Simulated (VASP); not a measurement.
Consider the following.

```
CELL_PARAMETERS angstrom
     -2.36640     2.36640     1.29114
      2.36640    -2.36640     1.29114
      2.36640     2.36640    -1.29114
ATOMIC_POSITIONS crystal
  V  0.75000 0.25000 0.50000
  V  0.00000 0.00000 0.00000
```
Starting moments (μB, in the order of the record's atoms V V): 2.0 2.0.

Method: PBE GGA, VASP's PBE PAW potentials (set 64) (plane waves; VASP). Numerical set-up: 400 eV cut-off, 14×14×14 Γ-centred mesh, first-order Methfessel-Paxton smearing of 0.10 eV, potentials V_sv.

**Question.** Give the stress tensor in GPa (positive for a compressed cell).

**Answer.** 
```
-6.52   0.00   0.00
 0.00  -6.52   0.00
 0.00   0.00  -4.85
```
The pressure is its mean diagonal, -5.96 GPa.

The structure was generated: V was put into the beta-Sn type (I4_1/amd), which need not be its known phase. The cell was not relaxed at this level.
